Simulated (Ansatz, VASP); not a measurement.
## Cross-check of K3Li5C4O12 between VASP and Ansatz

Aim: how closely do two programs agree when they are given the same cell, functional and k mesh? The structure shown is frame 101 of Ansatz's trajectory.

Program: Ansatz 0.2.0. Level of theory: plane waves, with VASP 6.6.1 beside it; single point at PBE. Results are calculated unless marked as measured.

### 1. Set-up

The cell holds 96 atoms: 16 C, 48 O, 12 K and 20 Li. Its edges and angles: a = 11.031 Å, b = 11.031 Å, c = 11.031 Å, α = 90.0°, β = 90.0°, γ = 90.0°. As first built, before any earlier steps moved the atoms (in the runner's words): 12 K+, 20 Li+, 16 CO3 2- placed at random, at 1.94 g/cm^3; overlaps pushed apart, then 10 ps at 1300 K with harmonic planar carbonate ions with charges +1 on C and -1 on O; Joung-Cheatham ions (J. Phys. Chem. B 112, 9020 (2008)); charges of ions scaled by 0.8. Snapshot after 20 ps at 900 K and fixed volume.

### 2. Ansatz: dynamics, PBE

Ansatz runs on its default PAW (the set named soft_2) files.

One frame of this run of dynamics is then solved in both programs, so the motion causes no difference.

input.yaml reads:

```yaml
crystal:
  lattice:
    - [11.03082, 0.0, 0.0]
    - [0.0, 11.03082, 0.0]
    - [0.0, 0.0, 11.03082]
  atoms:
    - { symbol: C, position: [0.61675, 0.63059, 0.62191] }
    - { symbol: O, position: [0.66389, 0.53052, 0.61129] }
    - { symbol: O, position: [0.55863, 0.65839, 0.52445] }
    - { symbol: O, position: [0.64813, 0.69836, 0.70633] }
    - { symbol: C, position: [0.5764, 0.16003, 0.22386] }
    - { symbol: O, position: [0.69054, 0.17775, 0.212] }
    - { symbol: O, position: [0.50008, 0.22794, 0.18016] }
    - { symbol: O, position: [0.55788, 0.07411, 0.29053] }
    - { symbol: C, position: [0.45061, 0.4563, 0.83881] }
    - { symbol: O, position: [0.56772, 0.4282, 0.84699] }
    - { symbol: O, position: [0.38983, 0.39007, 0.77386] }
    - { symbol: O, position: [0.39778, 0.52728, 0.90737] }
    - { symbol: C, position: [0.83282, 0.29481, 0.80581] }
    - { symbol: O, position: [0.79784, 0.214, 0.88892] }
    - { symbol: O, position: [0.84347, 0.40617, 0.82305] }
    - { symbol: O, position: [0.82515, 0.26166, 0.69236] }
    - { symbol: C, position: [0.95136, 0.578, 0.11166] }
    - { symbol: O, position: [0.89735, 0.48305, 0.08795] }
    - { symbol: O, position: [0.90247, 0.67752, 0.16589] }
    - { symbol: O, position: [0.06228, 0.56747, 0.10028] }
    - { symbol: C, position: [0.12552, 0.2515, 0.64187] }
    - { symbol: O, position: [0.08062, 0.18798, 0.56479] }
    - { symbol: O, position: [0.14436, 0.3552, 0.62501] }
    - { symbol: O, position: [0.16862, 0.19947, 0.73143] }
    - { symbol: C, position: [0.94925, 0.70326, 0.82066] }
    - { symbol: O, position: [0.84488, 0.71072, 0.86533] }
    - { symbol: O, position: [0.01489, 0.60789, 0.82428] }
    - { symbol: O, position: [0.99655, 0.79847, 0.77443] }
    - { symbol: C, position: [0.84123, 0.38855, 0.39293] }
    - { symbol: O, position: [0.73665, 0.41595, 0.34306] }
[... 60 atom lines left out ...]
    - { symbol: Li, position: [0.80846, 0.75808, 0.03797] }
    - { symbol: Li, position: [0.91105, 0.1483, 0.5676] }
    - { symbol: Li, position: [0.65918, 0.26657, 0.37394] }
    - { symbol: Li, position: [0.59345, 0.96107, 0.17006] }
    - { symbol: Li, position: [0.70382, 0.52792, 0.78071] }
    - { symbol: Li, position: [0.54277, 0.47428, 0.46535] }
kpoints:
  mp_grid: { grid: [1, 1, 1] }
hamiltonian:
  xc: pbe
scf:
  occupations: { method: fermi_dirac, width: 0.078 }
output:
  forces: true
  stress: true
md:
  timestep: 1.0
  n_steps: 304
  ensemble: nve
  temperature: 900
  initial_velocities: maxwell_boltzmann
  seed: 2722
```

Started as:

```console
$ ansatz run input.yaml --threads 4 --pin off --max-ram 8192MiB --backend cpu --events-out ev --progress --plain --runs-dir out
```

Numbers of over 12 decimals in the logs are rounded to 6 here.

What it wrote:

```text
Warning: md: disabling space-group detection — thermal motion breaks the input geometry's symmetry, so no spatial operation reduces the k-mesh or symmetrises the density; time reversal is kept, so that k and −k are solved as one point where they differ and the mesh holds both, and exact exchange and, on two spinor components, a DFT+U term hold to it where the run has them: on two components no moment then forms, and  [...]
Warning: output.stress: scf.convergence.dr2_threshold = 9.6e-8 eV (the default of an md: trajectory) is looser than the 9.6e-9 eV advised for a printed stress (1e-10 eV for each atom of the cell: 96). What an SCF threshold leaves in a stress goes as its square root, and in the free energy as the threshold itself, and one threshold admits the most on a small cell: [figures from the program's tests cut] Set scf.converg [...]
Engine: ansatz 0.2.0, aarch64-unknown-linux-gnu
Pseudopotentials: kind: paw
Pseudopotential: C, paw, valence charge 4, recommended cutoff 420 eV (normal), C.paw.azcp
Pseudopotential: O, paw, valence charge 6, recommended cutoff 420 eV (normal), O.paw.azcp
Pseudopotential: K, paw, valence charge 9, recommended cutoff 420 eV (normal), K.paw.azcp
Pseudopotential: Li, paw, valence charge 3, recommended cutoff 420 eV (normal), Li.paw.azcp
Functional definition: PBE
  parameter kappa = 0.804
  parameter beta = 0.066725
  exchange = pbe_x(kappa = kappa, mu = beta*pi^2/3)
  correlation = pbe_c(beta = beta)
Crystal: 96 atoms, lattice volume = 1342.219 Å³
Basis set: ecut = 420 eV, 26145 PW (Γ), exchange–correlation on 150×150×150 points (8 copies of the dense FFT grid, shifted against one another)
Bands: 356, of which v1, the nominal top of the filled ones, is band 260 counted from 1 (259 counted from 0)
Symmetry: 1 space group operations
k-points: 1
Non-local potential: C, projectors of the file, l = 0: 2, l = 1: 2, l = 2: 1
Non-local potential: O, projectors of the file, l = 0: 2, l = 1: 2, l = 2: 1
Non-local potential: K, projectors of the file, l = 0: 3, l = 1: 2, l = 2: 2
Non-local potential: Li, projectors of the file, l = 0: 3, l = 1: 2, l = 2: 1
PAW form: soft (Blöchl's): semilocal exchange-correlation on the pseudo side does not see the compensation charge
PAW one-centre angular grid: C, 110 points (default); XC on 64 Gauss nodes
PAW one-centre angular grid: O, 110 points (default); XC on 64 Gauss nodes
PAW one-centre angular grid: K, 110 points (default); XC on 64 Gauss nodes
PAW one-centre angular grid: Li, 110 points (default); XC on 64 Gauss nodes
Initial density: superposition of atomic densities (neutral atoms: chi_scale 0, normalization atom), corrected by the library's trained network
Initial wavefunctions: pseudopotential atomic-orbital guess
Functional: x = pbe(κ = 0.804, μ = 0.219515), c = pbe(β = 0.066725)
SCF iter   1: F=—  HF=-53836.178941 eV  |F-HF|=—  |Δ(HF+E_count)|=         —  Δρ=2.73e-3  dr2=1.35e-1  ethr=1.77e-3  ⟨swp⟩=6.0  Hψ=1538  notcnv=0  defer=47
preconditioner: auto → Resta (q_TF=auto, 2.329 Å⁻¹)  ε∞=2.9  [insulator: Δε(μ)=2.789 eV  Ē_g=15.742 eV  σ=0.078 eV  W_gap=1.00  n_scr=256 (ndim 8)  ℏωp=21.6 eV  f_vac=0.189  D(μ)=0.00/eV (n_scr^D=0)  ε∞_Penn≈2.9]
SCF iter   2: F=—  HF=-53836.164782 eV  |F-HF|=—  |Δ(HF+E_count)|=   1.42e-2  Δρ=1.33e-3  dr2=2.78e-2  ethr=2.59e-5  ⟨swp⟩=2.0  Hψ=633  notcnv=0  defer=66
SCF iter   3: F=—  HF=-53836.171292 eV  |F-HF|=—  |Δ(HF+E_count)|=   6.51e-3  Δρ=5.85e-4  dr2=9.04e-3  ethr=5.34e-6  ⟨swp⟩=2.0  Hψ=492  notcnv=0  defer=66
SCF iter   4: F=—  HF=-53836.172160 eV  |F-HF|=—  |Δ(HF+E_count)|=   8.68e-4  Δρ=2.57e-4  dr2=1.20e-3  ethr=1.74e-6  ⟨swp⟩=2.0  Hψ=460  notcnv=0  defer=66
SCF iter   5: F=—  HF=-53836.172169 eV  |F-HF|=—  |Δ(HF+E_count)|=   8.54e-6  Δρ=1.33e-4  dr2=2.09e-4  ethr=2.31e-7  ⟨swp⟩=2.0  Hψ=491  notcnv=0  defer=66
SCF iter   6: F=—  HF=-53836.172167 eV  |F-HF|=—  |Δ(HF+E_count)|=   1.12e-6  Δρ=4.61e-5  dr2=2.46e-5  ethr=4.02e-8  ⟨swp⟩=2.0  Hψ=495  notcnv=0  defer=66
[...]
automatic band count: iteration 1 solves 301 bands in place of 356: the levels show a gap, and the empty bands left out lie too high to hold charge; the band table lists the bands solved (type scf.n_extra_bands for more)
md step   302: t =   302.00 fs  T =  1241.7 K  F+E_penalty+E_count = -53840.40280058 eV  E_kin = 15.247789 eV  conserved = -53825.15501165 eV  P_inst = 2.0564 GPa  (5 SCF iters)
[...]
md step   303: t =   303.00 fs  T =  1242.5 K  F+E_penalty+E_count = -53840.41785360 eV  E_kin = 15.257766 eV  conserved = -53825.16008803 eV  P_inst = 1.5009 GPa  (5 SCF iters)
[...]
md step   304: t =   304.00 fs  T =  1223.9 K  F+E_penalty+E_count = -53840.18959166 eV  E_kin = 15.029138 eV  conserved = -53825.16045339 eV  P_inst = 1.0388 GPa  (9 SCF iters)
SCF converged after 9 iterations
Free energy (F): -53840.189592 eV
Harris-Foulkes:  -53840.189592 eV  (|F-HF|=3.47e-8)
Internal energy: -53840.189592 eV  (E = F + TS)
E sigma→0 (E₀):  -53840.189592 eV
Entropy (-TS):   -0.000000 eV (-0.000 meV/atom)
Fermi energy:    4.258099 eV
--- Per-component energies (eV) ---
  E_band       = -4990.303489
  E_kinetic    = 13372.244796
  E_local      = -38072.278293  (includes V_loc(G=0)·N_el)
  E_nonlocal   = 2228.290030
  E_hartree    = 13817.871132
  E_xc         = -6146.257247
  E_vxc        = -7723.059399  (∫ρ·V_xc dr)
  E_paw        = -18986.520666  (= ΣΔE_a)
  E_vpaw       = -2431.365915  (= ΣTr[D̂ρ^β])
  E_aug_tail   = 0.119238  (compensation charges beyond the density's cutoff)
  E_ewald      = -20053.658583
  E_smearing   = -0.000000  (= −TS)
  E_closure    = 0.000000  (closes the sum)
  Σ components = -53840.189592   (vs F -53840.189592, Δ=0.00e0)
--- Forces (eV/Å), atoms counted from 1 ---
  atom   1  C     -0.09337346    -2.04883767    -0.69286436
  atom   2  O     -0.04210809     0.85185027     0.45754098
  atom   3  O      0.37931053     1.59373510     1.76095155
  atom   4  O     -0.40110362     0.28997052    -0.78505722
  atom   5  C      0.05373791    -4.16337065     3.53332343
  atom   6  O      3.45438910     2.34331396    -3.26273284
  atom   7  O     -2.09938904    -0.57853692     0.41000675
  atom   8  O     -1.03473884     1.38537879     0.81231434
  atom   9  C      1.58491318     1.54017116    -1.30123460
  atom  10  O     -2.05794983     0.53491976     0.37984730
  atom  11  O     -0.27967605    -1.52845667    -0.12442147
  atom  12  O      0.37798878    -0.56325518     0.46445176
  atom  13  C      0.44575698    -2.34006930     0.95105144
  atom  14  O      0.61497825     1.27450913    -1.16883443
  atom  15  O      0.64593894    -0.65983570    -0.32454842
  atom  16  O     -0.85618960     0.89791748     0.26171366
  atom  17  C      4.56477256     0.74066068    -1.96123846
  atom  18  O     -2.63225365     0.02205472     0.33275832
  atom  19  O     -1.44261437    -1.63613538     0.02516177
  atom  20  O     -1.11292931     1.89103240     0.31502160
  atom  21  C     -0.75847656     2.30850737    -2.82845333
  atom  22  O      0.69895330    -1.87946910     3.05554649
  atom  23  O      0.21028610    -0.50348397     0.01167697
  atom  24  O     -0.54374009    -0.22011160    -0.59948861
[...]
atom  89  Li     0.13792061     0.27995101    -0.38782198
  atom  90  Li     0.09949540    -0.94690602     0.23581478
  atom  91  Li     0.38383439    -0.02225463     0.31627401
  atom  92  Li    -0.32964548     0.52623765    -0.78948255
  atom  93  Li     0.42557084    -0.47617878    -0.17328649
  atom  94  Li     0.74593054     1.46422308    -0.50495946
  atom  95  Li    -0.46987126     1.08979631    -0.25837768
  atom  96  Li    -0.10277880    -1.01023997     0.40371168
  max |Σ_I F_I| component: 7.39e-5 eV/Å
--- Stress (GPa, compression-positive) ---
        0.570919       0.903170       0.756625
        0.903170      -0.387471      -0.618901
        0.756625      -0.618897      -0.692786
  P = ⅓ Tr σ = -0.1698 GPa (-1.698 kbar)
--- MD trajectory: 304 steps, t = 0.0 → 304.0 fs ---
  final state: T = 1223.9 K   F+E_penalty+E_count = -53840.18959166 eV   E_kin = 15.029138 eV
  conserved energy: peak-to-peak 6.567e-2 eV (6.841e-4 eV/atom) over 304.0 fs
```

In the SCF lines HF is the Harris–Foulkes energy and dr2 the Hartree energy of the density residual, in eV; the loop may stop once dr2 is under the threshold and the program's other checks hold. Hψ counts applications of the Hamiltonian.

### 3. VASP: single point, PBE

The same cell, functional, mesh and smearing now go to VASP, with its own data sets.

Lines of VASP's logs that name or quote its potential files are left out, and so is its time.

INCAR reads:

```
SYSTEM = K3Li5C4O12
PREC = Accurate
ENCUT = 650
EDIFF = 1E-06
NELM = 120
ISMEAR = -1
SIGMA = 0.078
LREAL = Auto
ALGO = Normal
GGA = PE
NBANDS = 328
LORBIT = 11
LWAVE = .FALSE.
LCHARG = .FALSE.
ISIF = 2
LASPH = .TRUE.
GGA_COMPAT = .FALSE.
EFERMI = MIDGAP
NCORE = 2
```

POSCAR reads:

```
K3Li5C4O12
1.0
   11.0308200000      0.0000000000      0.0000000000
    0.0000000000     11.0308200000      0.0000000000
    0.0000000000      0.0000000000     11.0308200000
C O K Li
16 48 12 20
Direct
    0.5954045121      0.6054128342      0.6304608361
    0.5818878379      0.1614113910      0.2153874327
    0.4367309049      0.4343013484      0.8544876990
    0.8101482936      0.2721647167      0.8149620790
    0.9570186079      0.6145146054      0.1612391463
    0.1274791901      0.2662449392      0.6364350066
    0.9540088588      0.6955058645      0.8430923540
    0.8204920396      0.3952743314      0.4296779387
    0.4977780437      0.2229027398      0.5784973375
    0.5705106239      0.7103279720      0.1661073248
    0.1729699152      0.2997691921      0.0487815049
    0.2387855119      0.5059551330      0.3870428490
    0.6757611855      0.9699097619      0.9383708555
    0.8843766828      0.9154441828      0.5198888206
    0.3064686034      0.8902148707      0.4731470553
    0.2438168695      0.9930721379      0.0810909796
    0.6623623629      0.5095632056      0.6608846849
    0.5761584361      0.6104441918      0.5191635799
    0.5696675315      0.6747639795      0.7144981062
    0.6929131289      0.1566248021      0.1899042864
    0.5109864906      0.2254682789      0.1526631746
    0.5528872740      0.0842729734      0.2880202922
    0.5499772456      0.4521060084      0.8892539267
    0.4200594335      0.3563017074      0.7792167763
    0.3478889149      0.5074781385      0.8758823007
    0.7682384446      0.2011001902      0.9012113333
    0.8376258519      0.3873873384      0.8318964501
    0.8412883176      0.2327932103      0.7085601977
    0.9131234124      0.5136970778      0.1286577063
    0.9097873050      0.7282232871      0.1647112363
[... 60 atom lines left out ...]
    0.7819001670      0.7512587459      0.0344217384
    0.9060795118      0.1151229011      0.5928571040
    0.6734404151      0.1995409226      0.4279464265
    0.6870114824      0.9864543162      0.1900765310
    0.7136459484      0.5662226380      0.8118707403
    0.6269796806      0.4546806130      0.4859294232
```

KPOINTS reads:

```
Automatic mesh
0
Gamma
1 1 1
0 0 0
```

Potentials, in the order of the species: C, O, K_sv and Li_sv (PBE family, release 64).

Started as:

```console
$ mpirun -np 8 vasp_gam
```

What it wrote:

```text
[banner, memory and clock lines left out]
running    8 mpi-ranks, on    1 nodes
[...]
LDA part: xc-table for (Slater+PW92), standard interpolation
 POSCAR, INCAR and KPOINTS ok, starting setup
[...]
entering main loop
       N       E                     dE             d eps       ncg     rms          rms(c)
DAV:   1     0.699653420992E+04    0.69965E+04   -0.32832E+05   656   0.196E+03
DAV:   2     0.137471328904E+03   -0.68591E+04   -0.65168E+04   792   0.518E+02
DAV:   3    -0.604130724980E+03   -0.74160E+03   -0.73433E+03   840   0.174E+02
DAV:   4    -0.655728636141E+03   -0.51598E+02   -0.51345E+02  1032   0.415E+01
[...]
DAV:  18    -0.594298029054E+03    0.56873E-05   -0.20320E-05   888   0.145E-02    0.606E-03
DAV:  19    -0.594298028735E+03    0.31976E-06   -0.10057E-05   800   0.878E-03    0.292E-03
DAV:  20    -0.594298029003E+03   -0.26805E-06   -0.29310E-06   648   0.370E-03
   1 F= -.59429803E+03 E0= -.59429803E+03  d E =-.571871E-07
```

OUTCAR, selected parts (step 3):

```text
  FREE ENERGIE OF THE ION-ELECTRON SYSTEM (eV)
  ---------------------------------------------------
  free  energy   TOTEN  =      -594.2980290026 eV

  energy  without entropy=     -594.2980289455  energy(sigma->0) =     -594.29802897

[... 1 further part left out ...]
```

The run ends at a pressure of 6.36 GPa, with forces up to 14 eV/Å.

### 4. Differences

Known differences besides the potentials themselves: the cutoff is 420 eV in Ansatz and 650 eV in VASP (PREC = Accurate, projectors in real space). Total energies have different zeros and are not compared.

Forces on 7 of the 96 atoms, those with the largest forces and the largest differences (eV/Å; atoms numbered as in POSCAR):

```csv
atom,"Ansatz x, y, z","VASP x, y, z"
C12,"4.656, 2.770, 5.643","4.909, 2.838, 5.723"
C15,"6.899, -1.009, 1.578","7.119, -1.484, 1.675"
O24,"-0.836, -5.302, -4.378","-0.878, -5.622, -4.715"
O40,"-0.405, -6.776, 0.004","-0.411, -7.208, 0.032"
O41,"5.621, -1.466, 5.335","5.848, -1.636, 5.658"
O50,"-5.035, -5.118, -3.609","-5.369, -5.444, -3.793"
O60,"-8.592, 7.681, -5.826","-8.967, 8.209, -6.142"
```

The forces differ by 142 meV/Å r.m.s., which is 6.4 % of the r.m.s. force of 2.213 eV/Å (both taken over all components).

### 5. Results

| Property | Result |
| --- | --- |
| r.m.s. force difference (single point, PBE) | 6.4 % of the r.m.s. force |

The r.m.s. force difference is 6.4 % of the r.m.s. force (single point, PBE), beyond the 3 % picked in this series as the mark of a large difference. What causes the difference of the single point, PBE pair stays open here. 2 further runs of this series are not shown here. Such differences can come from data sets, numerical settings and the points named under the comparisons, not from the functional's error against experiment.

[Lines on the potential files, build, host, timing and source positions are cut from VASP's logs without a mark.]

[Logs are printed without paths, hosts, clocks, repeated set-up lines and the standing remarks that a program may print on its own settings, such as how far it seeks lower states.]

[Hosts, paths, dates, database ids (printed as entryN), source tags and the programs' standing remarks are cut or masked in the printed files.]
